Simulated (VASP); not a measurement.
A run of VASP 6.6.1 is set up as follows.

File INCAR:

```
SYSTEM = Sc2InSb3
ALGO = Normal
EDIFF = 1E-6
EDIFFG = -0.01
ENCUT = 520
GGA = PE
IBRION = 2
ISIF = 3
ISMEAR = 0
KPAR = 4
LASPH = .True.
LCHARG = .False.
LREAL = .False.
LWAVE = .False.
NELM = 120
NSW = 90
PREC = Accurate
SIGMA = 0.1
```

File KPOINTS:

```
k-points
0
Gamma
  8 8 4
  0 0 0
```

POSCAR

```
Sc2InSb3
1.0
    4.1849880500      0.0000000000      0.0000000000
   -2.0924940300      3.6243059700      0.0000000000
    0.0000000000      0.0000000000     10.6400000000
Sc In Sb
2 1 3
Direct
    0.6666666700      0.3333333300      0.6580827100
    0.3333333300      0.6666666700      0.3419172900
    0.0000000000      0.0000000000      0.0000000000
    0.3333333300      0.6666666700      0.8224624100
    0.6666666700      0.3333333300      0.1775375900
    0.0000000000      0.0000000000      0.5000000000
```

Potentials or basis: VASP PAW PBE potentials, release 64 (Sc_sv, In_d, Sb).

Run with:

```bash
$ cat potpaw_PBE.64/Sc_sv/POTCAR potpaw_PBE.64/In_d/POTCAR potpaw_PBE.64/Sb/POTCAR > POTCAR
$ mpirun -np 4 vasp_std > vasp.out
```

(1) What does it give for the relaxed cell?

(2) What does it give for the band gap on the k mesh?

(3) What does it give for the space group after relaxing (to 0.05 Å)?

(4) What does it give for the relaxed volume?

Results:

(1) a = 4.203 Å, b = 4.203 Å, c = 10.587 Å, α = 90.00°, β = 90.00°, γ = 120.00°.

(2) none (metal or under the smearing width).

(3) P-3m1 (No. 164).

(4) 26.99 Å³/atom.
